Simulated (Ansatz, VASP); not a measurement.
# Rb2InGaC6N6 in VASP and in Ansatz

The input INCAR:

```
SYSTEM = Rb2InGaC6N6
PREC = Accurate
ENCUT = 520
EDIFF = 1E-6
ISMEAR = 0
SIGMA = 0.1
LREAL = Auto
LASPH = .True.
NELM = 100
ALGO = Normal
ISIF = 2
LWAVE = .False.
LCHARG = .False.
GGA = PE
NBANDS = 63
```

File KPOINTS:

```
regular mesh
0
Gamma
  4 4 4
  0 0 0
```

Contents of POSCAR:

```
Rb2InGaC6N6
1.0
    0.0000000000      5.1635000000      5.1635000000
    5.1635000000      0.0000000000      5.1635000000
    5.1635000000      5.1635000000      0.0000000000
Rb In Ga C N
2 1 1 6 6
Direct
    0.2500000000      0.2500000000      0.2500000000
    0.7500000000      0.7500000000      0.7500000000
    0.5000000000      0.5000000000      0.5000000000
    0.0000000000      0.0000000000      0.0000000000
    0.8164036000      0.1835964000      0.1835964000
    0.1835964000      0.8164036000      0.1835964000
    0.1835964000      0.1835964000      0.8164036000
    0.1835964000      0.8164036000      0.8164036000
    0.8164036000      0.1835964000      0.8164036000
    0.8164036000      0.8164036000      0.1835964000
    0.7031083600      0.2968916400      0.2968916400
    0.2968916400      0.7031083600      0.2968916400
    0.2968916400      0.2968916400      0.7031083600
    0.2968916400      0.7031083600      0.7031083600
    0.7031083600      0.2968916400      0.7031083600
    0.7031083600      0.7031083600      0.2968916400
```

Input for Ansatz:

```yaml
crystal:
  lattice:
    - [0.0, 5.1635, 5.1635]
    - [5.1635, 0.0, 5.1635]
    - [5.1635, 5.1635, 0.0]
  atoms:
    - { symbol: Rb, position: [0.25, 0.25, 0.25] }
    - { symbol: Rb, position: [0.75, 0.75, 0.75] }
    - { symbol: In, position: [0.5, 0.5, 0.5] }
    - { symbol: Ga, position: [0.0, 0.0, 0.0] }
    - { symbol: C, position: [0.8164036, 0.1835964, 0.1835964] }
    - { symbol: C, position: [0.1835964, 0.8164036, 0.1835964] }
    - { symbol: C, position: [0.1835964, 0.1835964, 0.8164036] }
    - { symbol: C, position: [0.1835964, 0.8164036, 0.8164036] }
    - { symbol: C, position: [0.8164036, 0.1835964, 0.8164036] }
    - { symbol: C, position: [0.8164036, 0.8164036, 0.1835964] }
    - { symbol: "N", position: [0.70310836, 0.29689164, 0.29689164] }
    - { symbol: "N", position: [0.29689164, 0.70310836, 0.29689164] }
    - { symbol: "N", position: [0.29689164, 0.29689164, 0.70310836] }
    - { symbol: "N", position: [0.29689164, 0.70310836, 0.70310836] }
    - { symbol: "N", position: [0.70310836, 0.29689164, 0.70310836] }
    - { symbol: "N", position: [0.70310836, 0.70310836, 0.29689164] }
basis:
  ecutwfc: 420
kpoints:
  mp_grid: { grid: [4, 4, 4] }
hamiltonian:
  xc: pbe
scf:
  occupations: { method: gaussian, width: 0.1 }
  lower_state_search: "off"
output:
  forces: true
  stress: true
  eigenvalues: true
```

Alike in both runs: task single point; functional PBE; k mesh 4 × 4 × 4; occupations gaussian, width 0.1 eV; no spin polarisation.

```csv
,VASP,Ansatz
version,VASP 6.6.1,Ansatz 0.2.0
potentials or method,"VASP PAW PBE potentials, release 64 (Rb_sv, In_d, Ga_d, C, N)","scalar-relativistic, plane waves, PAW"
plane-wave cutoff (eV),520,420
valence electrons in the cell,98,98
```

Ansatz gave:

* gap on the k mesh at the Fermi level (eV): none
* pressure (GPa): 15.8
* rms of the force components (eV/Å): 0.535

Estimate VASP's values.

gap on the k mesh at the Fermi level (eV): none; pressure (GPa): 16.2; rms of the force components (eV/Å): 0.511.

Atom by atom the forces differ by 0.199 eV/Å (rms over components). A gap of «none» marks a metal or a gap that the smearing closes.

Caveats: the standard files for N, O and F lose accuracy on very short bonds; so large a pressure means that the cell lies far from this level's equilibrium, or that cutoff or potentials fall short (VASP); forces of over 1 eV/Å show positions far from the minimum, so gaps and moduli don't describe the material at rest.
